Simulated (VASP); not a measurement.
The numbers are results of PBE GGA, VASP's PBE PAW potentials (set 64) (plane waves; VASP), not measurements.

A VASP calculation is set up with these files.

File POSCAR:
```
KI
5.099230
  0.0000000000   0.7071067593   0.7071067593
  0.7071067593   0.0000000000   0.7071067593
  0.7071067593   0.7071067593   0.0000000000
K I
1 1
Cart
  0.0000000000   0.0000000000   0.0000000000
  0.7071067593   0.7071067593   0.7071067593
```

### KPOINTS
```
Automatic mesh
0
Gamma
6 6 6
0 0 0
```

INCAR:
```
ALGO=Normal
EDIFF=1E-6
ENCUT=400
GGA=PE
ISIF=2
ISMEAR=0
LASPH=.True.
LCHARG=.False.
LMAXMIX=4
LREAL=.False.
LWAVE=.False.
NELM=100
PREC=Accurate
SIGMA=0.05
SYSTEM=KI
```

POTCAR, in this order: K_sv I (PBE.64 set). Program: vasp_std.

Output

File OSZICAR:
```
       N       E                     dE             d eps       ncg     rms          rms(c)
DAV:   1     0.791983549751E+02    0.79198E+02   -0.58393E+03   384   0.917E+02
DAV:   2    -0.552510448027E+00   -0.79751E+02   -0.76510E+02   460   0.221E+02
DAV:   3    -0.539406867437E+01   -0.48416E+01   -0.48277E+01   488   0.505E+01
DAV:   4    -0.565616542245E+01   -0.26210E+00   -0.26192E+00   724   0.108E+01
DAV:   5    -0.565735109638E+01   -0.11857E-02   -0.11857E-02   480   0.779E-01    0.275E+00
DAV:   6    -0.556419570674E+01    0.93155E-01   -0.13481E-01   464   0.219E+00    0.201E+00
DAV:   7    -0.555767012077E+01    0.65256E-02   -0.13814E-01   468   0.201E+00    0.802E-01
DAV:   8    -0.556398693500E+01   -0.63168E-02   -0.14622E-02   500   0.860E-01    0.106E-01
DAV:   9    -0.556456736094E+01   -0.58043E-03   -0.12076E-03   496   0.217E-01    0.709E-02
DAV:  10    -0.556475572458E+01   -0.18836E-03   -0.19547E-04   488   0.951E-02    0.174E-02
DAV:  11    -0.556477336774E+01   -0.17643E-04   -0.35963E-05   468   0.368E-02    0.122E-02
DAV:  12    -0.556477488480E+01   -0.15171E-05   -0.44980E-06   460   0.166E-02    0.982E-03
DAV:  13    -0.556477528089E+01   -0.39609E-06   -0.10145E-06   360   0.648E-03
   1 F= -.55647753E+01 E0= -.55647753E+01  d E =-.170310E-18
```

File OUTCAR:
```
------------------------ aborting loop because EDIFF is reached ----------------------------------------
  FORCE on cell =-STRESS in cart. coord.  units (eV):
  Direction    XX          YY          ZZ          XY          YZ          ZX
  --------------------------------------------------------------------------------------
  Total       -0.0617146     -0.0617146     -0.0617146      0.0000000     -0.0000000      0.0000000
  in kB       -1.0546297     -1.0546297     -1.0546297      0.0000000     -0.0000000      0.0000000
  external PRESSURE =      -1.0546297 kB  Pullay stress =       0.0000000 kB
  volume of cell :       93.76
      direct lattice vectors                 reciprocal lattice vectors
     0.000000000  3.605700000  3.605700000    -0.138669329  0.138669329  0.138669329
     3.605700000  0.000000000  3.605700000     0.138669329 -0.138669329  0.138669329
     3.605700000  3.605700000  0.000000000     0.138669329  0.138669329 -0.138669329
  FREE ENERGIE OF THE ION-ELECTRON SYSTEM (eV)
  ---------------------------------------------------
  free  energy   TOTEN  =        -5.5647752809 eV

  energy  without entropy=       -5.5647752809  energy(sigma->0) =       -5.56477528
```
(Selected blocks of OUTCAR.)

**OUTCAR**
```
 val. band max:       -0.7195586722   @ k =   0.0000   0.0000   0.0000

 cond. band min:       3.1061630934   @ k =   0.0000   0.0000   0.0000


 Fermi energy:        -0.4221873290

 k-point     1 :       0.0000    0.0000    0.0000
  band No.  band energies     occupation
      1     -29.3351      2.00000
      2     -12.8148      2.00000
      3     -12.8148      2.00000
      4     -12.8148      2.00000
      5     -11.1352      2.00000
      6      -0.7196      2.00000
      7      -0.7196      2.00000
      8      -0.7196      2.00000
      9       3.1062      0.00000
     10       5.7949      0.00000
     11       5.7949      0.00000
     12       5.7949      0.00000

 k-point     2 :       0.1667    0.0000    0.0000
  band No.  band energies     occupation
      1     -29.3348      2.00000
      2     -12.8420      2.00000
      3     -12.8154      2.00000
      4     -12.8154      2.00000
      5     -11.0821      2.00000
      6      -1.0930      2.00000
      7      -0.7965      2.00000
      8      -0.7965      2.00000
      9       3.6964      0.00000
     10       5.6980      0.00000
     11       6.0686      0.00000
     12       6.0686      0.00000

 k-point     3 :       0.3333    0.0000    0.0000
  band No.  band energies     occupation
      1     -29.3340      2.00000
      2     -12.8925      2.00000
      3     -12.8164      2.00000
      4     -12.8164      2.00000
      5     -10.9784      2.00000
      6      -1.6668      2.00000
      7      -0.9404      2.00000
      8      -0.9404      2.00000
      9       4.5214      0.00000
     10       6.1472      0.00000
     11       6.7236      0.00000
     12       6.7236      0.00000

 k-point     4 :       0.5000    0.0000    0.0000
  band No.  band energies     occupation
      1     -29.3337      2.00000
      2     -12.9161      2.00000
      3     -12.8169      2.00000
      4     -12.8169      2.00000
      5     -10.9275      2.00000
      6      -1.9052      2.00000
...
```

Unless said otherwise, spin-orbit coupling is left out, though it shifts the bands of the heavy elements here.

The compound is KI in the rock salt structure. The cell was not relaxed at this level.
